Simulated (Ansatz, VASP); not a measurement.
# LaSi3Ir in two plane-wave programs

Wanted: the spread between two codes on one cell, functional and k mesh. The cell is taken from a series of runs on this material, whose earlier steps may have relaxed, scaled, displaced or heated it; both programs get it as it stands.

Method: plane waves, with VASP 6.6.1 beside it; relaxation of cell and atoms at PBEsol, in Ansatz 0.2.0.

### 1. Set-up

The structure is tetragonal, space group I4mm (No. 107). The conventional cell has a = 4.255 Å, b = 4.255 Å, c = 9.814 Å, α = 90.00°, β = 90.00°, γ = 90.00°. La has 12 Si at 3.13 to 3.35 Å and 5 Ir at 3.37 to 3.39 Å nearest. Si has 2 Ir at 2.38 Å and 6 Si at 2.59 to 3.01 Å and 4 La at 3.15 to 3.35 Å nearest. Nearest to Si lie 1 Ir at 2.37 Å and 4 Si at 2.59 Å and 4 La at 3.13 Å. Nearest to Ir lie 5 Si at 2.37 to 2.38 Å and 5 La at 3.37 to 3.39 Å. Farther neighbours are not listed.

### 2. Ansatz: relaxation of cell and atoms, PBEsol

Ansatz runs on its default PAW (the set named soft_2) files.

The relaxed volume is the usual yardstick between codes: in a stiff, nearly cubic crystal its relative difference is about their pressure difference at one cell divided by the bulk modulus.

input.yaml reads:

```yaml
crystal:
  lattice:
    - [-2.1273328926, 2.1273328926, 4.9070929438]
    - [2.1273328926, -2.1273328926, 4.9070929438]
    - [2.1273328926, 2.1273328926, -4.9070929438]
  atoms:
    - { symbol: La, position: [-0.0012508805, -0.0012508805, 0.0] }
    - { symbol: Si, position: [0.7624199274, 0.2624199274, 0.5] }
    - { symbol: Si, position: [0.2624199274, 0.7624199274, 0.5] }
    - { symbol: Si, position: [0.4122908797, 0.4122908797, 0.0] }
    - { symbol: Ir, position: [0.653620146, 0.653620146, 0.0] }
kpoints:
  mp_grid: { grid: [10, 10, 10] }
hamiltonian:
  xc: pbesol
scf:
  occupations: { method: methfessel_paxton, width: 0.2 }
output:
  forces: true
  stress: true
  eigenvalues: true
relax:
  adjacent_minimum: "off"
  f_tol: 0.001
  max_steps: 60
  cell: { stress_tol: 0.01 }
```

Started as:

```
$ ansatz run input.yaml --threads 16 --pin off --max-ram 61440MiB --backend cuda --events-out ev --progress --plain --runs-dir out
```

Numbers of over 12 decimals in the logs are rounded to 6 here.

Output:

```text
Engine: ansatz 0.2.0, aarch64-unknown-linux-gnu
Pseudopotentials: kind: paw
Pseudopotential: La, paw, valence charge 11, recommended cutoff 420 eV (normal), La.paw.azcp
Pseudopotential: Si, paw, valence charge 4, recommended cutoff 420 eV (normal), Si.paw.azcp
Pseudopotential: Ir, paw, valence charge 17, recommended cutoff 420 eV (normal), Ir.paw.azcp
Functional definition: PBEsol
  exchange = pbesol_x
  correlation = pbesol_c
[...]
Crystal: 5 atoms, lattice volume = 88.829 Å³
Basis set: ecut = 420 eV, 1713 PW (Γ), exchange–correlation on 80×80×80 points (8 copies of the dense FFT grid, shifted against one another)
Bands: 25, of which v1, the nominal top of the filled ones, is band 20 counted from 1 (19 counted from 0)
Symmetry: 8 space group operations
Space group: I4mm (ITA 107), of the structure as read, at distance tolerance 4.5e-5 Å
k-points: 102 of 1000 (time reversal used)
Non-local potential: La, projectors of the file, l = 0: 3, l = 1: 2, l = 2: 2, l = 3: 3
Non-local potential: Si, projectors of the file, l = 0: 2, l = 1: 2, l = 2: 2
Non-local potential: Ir, projectors of the file, l = 0: 3, l = 1: 2, l = 2: 2, l = 3: 1
PAW form: soft (Blöchl's): semilocal exchange-correlation on the pseudo side does not see the compensation charge
PAW frozen core: La, regenerated for the run's functional, and the local potential with it (the file was generated under x = pbe(κ = 0.804, μ = 0.219515), c = pbe(β = 0.066725))
PAW frozen core: Si, regenerated for the run's functional, and the local potential with it (the file was generated under x = pbe(κ = 0.804, μ = 0.219515), c = pbe(β = 0.066725))
PAW frozen core: Ir, regenerated for the run's functional, and the local potential with it (the file was generated under x = pbe(κ = 0.804, μ = 0.219515), c = pbe(β = 0.066725))
PAW one-centre angular grid: La, 590 points (default); XC on 64 Gauss nodes
PAW one-centre angular grid: Si, 110 points (default); XC on 64 Gauss nodes
PAW one-centre angular grid: Ir, 590 points (default); XC on 64 Gauss nodes
Initial density: superposition of atomic densities (neutral atoms: chi_scale 0, normalization atom), corrected by the library's trained network
Initial wavefunctions: pseudopotential atomic-orbital guess
[...]
Functional: x = pbesol(κ = 0.804, μ = 0.123457), c = pbesol(β = 0.046)
SCF iter   1: F=—  HF=-19829.366225 eV  |F-HF|=—  |Δ(HF+E_count)|=         —  Δρ=4.18e-3  dr2=2.02e-2  ethr=1.77e-3  ⟨swp⟩=4.9  Hψ=11078  notcnv=0
preconditioner: auto → Kerker (q_TF=auto, 2.389 Å⁻¹)  [metal: Δε(μ)=0.017 eV  Ē_g=8.588 eV  σ=0.200 eV  W_gap=0.07  n_scr=14 (ndim 8)  ℏωp=21.6 eV  f_vac=0.000  D(μ)=1.81/eV (n_scr^D=10)]
SCF iter   2: F=—  HF=-19829.364351 eV  |F-HF|=—  |Δ(HF+E_count)|=   1.87e-3  S|Δr|=    0.00e0  Δρ=2.38e-3  dr2=6.26e-3  ethr=5.06e-5  ⟨swp⟩=2.2  Hψ=4652  notcnv=0
[...]
SCF iter   7: F=-19829.363225 eV  HF=-19829.363225 eV  |F-HF|=5.63e-9  |Δ(HF+E_count)|=   3.71e-8  S|Δr|=    0.00e0  Δρ=2.84e-6  dr2=1.12e-8  ethr=2.50e-10  ⟨swp⟩=7.0  Hψ=15156  notcnv=0
SCF 1 converged in 7 iterations: F = -19829.363225 eV  dr2 = 1.12e-8
  greatest PAW one-centre occupation: 1.000 electrons in one spin orbital (limit 2), on the Ir atom at site 4 (counted from 0), in its partial waves of l = 0
relax step   1: F+E_penalty+E_count = -19829.36322476 eV  Δ(F+E_penalty+E_count) = +0.000e0 eV  max|allowed force component| = 8.941e-3 eV/Å  Δτ_max = 0.0000 Å  P = -0.045 GPa  Ω = 88.829 Å³  (7 SCF iters, dr2 threshold 1.00e-7 eV, accepted)
[...]
relax step   2: F+E_penalty+E_count = -19829.36323928 eV  Δ(F+E_penalty+E_count) = -1.452e-5 eV  max|allowed force component| = 2.846e-3 eV/Å  Δτ_max = 0.0005 Å  P = +0.017 GPa  Ω = 88.799 Å³  energy of the carried Pulay correction = +5.656e-6 eV  (4 SCF iters, dr2 threshold 1.12e-8 eV, accepted)
[...]
relax step   3: F+E_penalty+E_count = -19829.36323827 eV  Δ(F+E_penalty+E_count) = +1.004e-6 eV  max|allowed force component| = 7.865e-4 eV/Å  Δτ_max = 0.0004 Å  P = +0.000 GPa  Ω = 88.810 Å³  energy of the carried Pulay correction = +3.454e-6 eV  (5 SCF iters, dr2 threshold 6.90e-10 eV, accepted)
[...]
relax step   4: F+E_penalty+E_count = -19829.36323439 eV  Δ(F+E_penalty+E_count) = +3.885e-6 eV  max|allowed force component| = 7.841e-4 eV/Å  Δτ_max = 0.0000 Å  P = +0.000 GPa  Ω = 88.810 Å³  stress off target by 5.58e-3 GPa  SCF on the basis re-selected at this cell (its energy is not comparable with the rows above)  (4 SCF iters)
basis re-selected at this cell: Δ(F+E_penalty+E_count) = +3.885e-6 eV, ΔP = -0.000 GPa vs the last step (what re-selecting the basis moved, of the pressure what is left beyond the Pulay correction that the steps carried, after the strain that the cell walked since its last selection, with what the two solves' SCF thresholds leave and, on support functions, any second-order correction that the steps lacked; it is no m [...]
SCF converged after 4 iterations
Stability not checked: this state was not tested for a lower state beside it, because cold or Methfessel-Paxton smearing, or corrected tetrahedra, fill the levels in a way that the test cannot read (fill_not_monotonic; see scf.lower_state_search)
Free energy (F): -19829.363234 eV
Harris-Foulkes:  -19829.363234 eV  (|F-HF|=0.00e0)
Internal energy: -19829.361025 eV  (E = F + TS)
E sigma→0 (E₀):  -19829.362682 eV
Entropy (-TS):   -0.002209 eV (-0.442 meV/atom)
Fermi energy:    13.656799 eV
--- Per-component energies (eV) ---
  E_band       = -203.324899
  E_kinetic    = 944.115310
  E_local      = -2482.707052  (includes V_loc(G=0)·N_el)
  E_nonlocal   = 249.735628
  E_hartree    = 993.695850
  E_xc         = -574.120358
  E_vxc        = -594.303230  (∫ρ·V_xc dr)
  E_paw        = -15914.525790  (= ΣΔE_a)
  E_vpaw       = -307.557300  (= ΣTr[D̂ρ^β])
  E_aug_tail   = 0.000087  (compensation charges beyond the density's cutoff)
  E_ewald      = -3046.084178
  E_core_change = 0.529476  (= ΣΔE_core)
  E_smearing   = -0.002209  (= −TS)
  E_closure    = 0.000000  (closes the sum)
  Σ components = -19829.363234   (vs F -19829.363234, Δ=0.00e0)
--- Forces (eV/Å), atoms counted from 1 ---
  atom   1  La     0.00000000    -0.00000000     0.00068077
  atom   2  Si     0.00000000    -0.00000000    -0.00031947
  atom   3  Si    -0.00000000     0.00000000    -0.00031947
  atom   4  Si    -0.00000000     0.00000000     0.00074190
  atom   5  Ir     0.00000000     0.00000000    -0.00078419
  max |Σ_I F_I| component: 4.74e-7 eV/Å
--- Stress (GPa, compression-positive) ---
       -0.002620       0.000000      -0.000000
        0.000000      -0.002620      -0.000000
       -0.000000       0.000000       0.005576
  P = ⅓ Tr σ = 0.0001 GPa (0.001 kbar)
--- Band table (eV; the first three rows and the last of 102) ---
  k-point 0: bands = [... 16 lower, 10.8379, 11.9554, 11.9554, 13.7400, 13.7400, 14.8528, 15.5801, 15.8178, ... 1 higher]
  k-point 1: bands = [... 16 lower, 10.7346, 12.0601, 12.1883, 12.7784, 13.5499, 14.9970, 15.7007, 15.9056, ... 1 higher]
  k-point 2: bands = [... 16 lower, 11.1530, 11.6146, 12.2278, 12.6430, 13.6212, 15.2569, 15.8234, 15.8986, ... 1 higher]
  k-point 101: bands = [... 16 lower, 11.1202, 11.3681, 13.2571, 14.3090, 14.3090, 15.0735, 15.1033, 15.6066, ... 1 higher]
--- Relaxed structure (3 steps of the walk, 3 accepted, 1 SCFs on fresh bases) ---
  F+E_penalty+E_count = -19829.36323439 eV   max|allowed force component| = 7.841e-4 eV/Å   (the final SCF, on the basis selected at the relaxed cell)
  cell:  # Å, volume = 88.8104 Å³
    - [-2.127360, 2.127360, 4.905936]
    - [2.127360, -2.127360, 4.905936]
    - [2.127360, 2.127360, -4.905936]
  atoms:
    - { symbol: La, position: [-0.00124513, -0.00124513, 0] }
    - { symbol: Si, position: [0.762377, 0.262377, 0.5] }
    - { symbol: Si, position: [0.262377, 0.762377, 0.5] }
    - { symbol: Si, position: [0.412335, 0.412335, 0] }
    - { symbol: Ir, position: [0.653657, 0.653657, 0] }
```

In the SCF lines HF is the Harris–Foulkes energy and dr2 the Hartree energy of the density residual, in eV; the loop may stop once dr2 is under the threshold and the program's other checks hold. Hψ counts applications of the Hamiltonian.

### 3. VASP: relaxation of cell and atoms, PBEsol

The same cell, functional, mesh and smearing now go to VASP, with its own data sets.

Lines of VASP's logs that name or quote its potential files are left out, and so is its time.

INCAR reads:

```
SYSTEM = LaSi3Ir
PREC = Accurate
ENCUT = 500
EDIFF = 1E-07
NELM = 200
ISMEAR = 1
SIGMA = 0.2
LREAL = .FALSE.
ALGO = Normal
GGA = PS
NBANDS = 22
LASPH = .TRUE.
LORBIT = 11
LWAVE = .FALSE.
LCHARG = .FALSE.
ISIF = 3
IBRION = 2
NSW = 80
EDIFFG = -0.005
GGA_COMPAT = .FALSE.
NELMIN = 4
LMAXMIX = 6
KPAR = 2
```

POSCAR reads:

```
LaSi3Ir
1.0
   -2.1273330000      2.1273330000      4.9070930000
    2.1273330000     -2.1273330000      4.9070930000
    2.1273330000      2.1273330000     -4.9070930000
La Si Ir
1 3 1
Direct
    0.9987491576      0.9987491576      0.0000000000
    0.7624199297      0.2624199297      0.5000000000
    0.2624199297      0.7624199297      0.5000000000
    0.4122908410      0.4122908410      0.0000000000
    0.6536201780      0.6536201780      0.0000000000
```

KPOINTS reads:

```
Automatic mesh
0
Gamma
10 10 10
0 0 0
```

PAW data sets: La, Si and Ir (PBE family, release 64).

Started as:

```
$ mpirun -np 2 vasp_std
```

Output:

```text
[banner, memory and clock lines left out]
running    2 mpi-ranks, on    1 nodes
 distrk:  each k-point on    1 cores,    2 groups
 distr:  one band on    1 cores,    1 groups

 POSCAR found type information on POSCAR LaSiIr
 POSCAR found :  3 types and       5 ions
|                                                                             |
|               ----> ADVICE to this user running VASP <----                  |
|                                                                             |
|     You enforced a specific xc type in the INCAR file but a different       |
|     [... a line on the potential file left out ...]
|     I HOPE YOU KNOW WHAT YOU ARE DOING!                                     |
|                                                                             |

 LDA part: xc-table for (Slater+PW92), standard interpolation
 POSCAR, INCAR and KPOINTS ok, starting setup
 FFT: planning ... GRIDC
 FFT: planning ... GRID_SOFT
 FFT: planning ... GRID
 WAVECAR not read
 entering main loop
       N       E                     dE             d eps       ncg     rms          rms(c)
DAV:   1     0.229455074808E+03    0.22946E+03   -0.11792E+04  4504   0.177E+03
DAV:   2     0.139699281666E+02   -0.21549E+03   -0.19160E+03  5176   0.302E+02
DAV:   3    -0.345841251710E+02   -0.48554E+02   -0.45266E+02  6556   0.132E+02
DAV:   4    -0.380219340960E+02   -0.34378E+01   -0.32257E+01  8244   0.391E+01
DAV:   5    -0.382035451371E+02   -0.18161E+00   -0.17835E+00  6826   0.827E+00    0.170E+01
DAV:   6    -0.374960734117E+02    0.70747E+00   -0.12755E+01  7664   0.284E+01    0.466E+00
DAV:   7    -0.370860579877E+02    0.41002E+00   -0.41007E+00  7672   0.185E+01    0.458E+00
DAV:   8    -0.370176062830E+02    0.68452E-01   -0.36634E-01  7152   0.471E+00    0.862E-01
DAV:   9    -0.370074596303E+02    0.10147E-01   -0.11465E-01  7688   0.291E+00    0.454E-01
DAV:  10    -0.370064227372E+02    0.10369E-02   -0.11721E-02  6832   0.962E-01    0.123E-01
DAV:  11    -0.370066807260E+02   -0.25799E-03   -0.22789E-03  8248   0.362E-01    0.789E-02
DAV:  12    -0.370068238067E+02   -0.14308E-03   -0.59278E-04  7208   0.153E-01    0.320E-02
DAV:  13    -0.370068405130E+02   -0.16706E-04   -0.10910E-04  8274   0.628E-02    0.209E-02
DAV:  14    -0.370068624061E+02   -0.21893E-04   -0.13467E-04  6234   0.704E-02    0.812E-03
DAV:  15    -0.370068615756E+02    0.83044E-06   -0.15876E-05  8208   0.388E-02    0.787E-03
DAV:  16    -0.370068640984E+02   -0.25228E-05   -0.23536E-05  6036   0.298E-02    0.119E-03
DAV:  17    -0.370068643161E+02   -0.21764E-06   -0.24039E-06  8208   0.137E-02    0.170E-03
DAV:  18    -0.370068643000E+02    0.16093E-07   -0.23019E-07  5608   0.367E-03
   1 F= -.37006864E+02 E0= -.37006108E+02  d E =-.370069E+02
[...]
2 F= -.37006826E+02 E0= -.37006093E+02  d E =0.378947E-04
[...]
3 F= -.37006929E+02 E0= -.37006183E+02  d E =-.650457E-04
[...]
4 F= -.37006929E+02 E0= -.37006183E+02  d E =-.650853E-04
[...]
5 F= -.37006938E+02 E0= -.37006196E+02  d E =-.829379E-05
[...]
6 F= -.37006939E+02 E0= -.37006200E+02  d E =-.954766E-05
 curvature:  -0.73 expect dE=-0.396E-05 dE for cont linesearch -0.209E-09
 trial: gam= 0.38961 g(F)=  0.474E-05 g(S)=  0.654E-06 ort = 0.632E-07 (trialstep = 0.994E+00)
 search vector abs. value=  0.757E-05
 bond charge predicted
       N       E                     dE             d eps       ncg     rms          rms(c)
DAV:   1    -0.370069415932E+02   -0.26293E-05   -0.38847E-04  6146   0.154E-01    0.673E-03
DAV:   2    -0.370069420891E+02   -0.49587E-06   -0.20160E-05  6392   0.343E-02    0.350E-03
DAV:   3    -0.370069420813E+02    0.77334E-08   -0.21984E-06  8512   0.147E-02    0.178E-03
DAV:   4    -0.370069420771E+02    0.42214E-08   -0.12108E-07  4042   0.336E-03
   7 F= -.37006942E+02 E0= -.37006205E+02  d E =-.314417E-05
 trial-energy change:   -0.000003  1 .order   -0.000003   -0.000005   -0.000001
 step:   1.2622(harm=  1.2622)  dis= 0.00048  next Energy=   -37.006942 (dE=-0.342E-05)
 reached required accuracy - stopping structural energy minimisation
```

(Continued in part 2 of 2.)

[Lines on the potential files, build, host, timing and source positions are cut from VASP's logs without a mark.]

[Logs are printed without paths, hosts, clocks, repeated set-up lines and the standing remarks that a program may print on its own settings, such as how far it seeks lower states.]

[Hosts, paths, dates, database ids (printed as entryN), source tags and the programs' standing remarks are cut or masked in the printed files.]
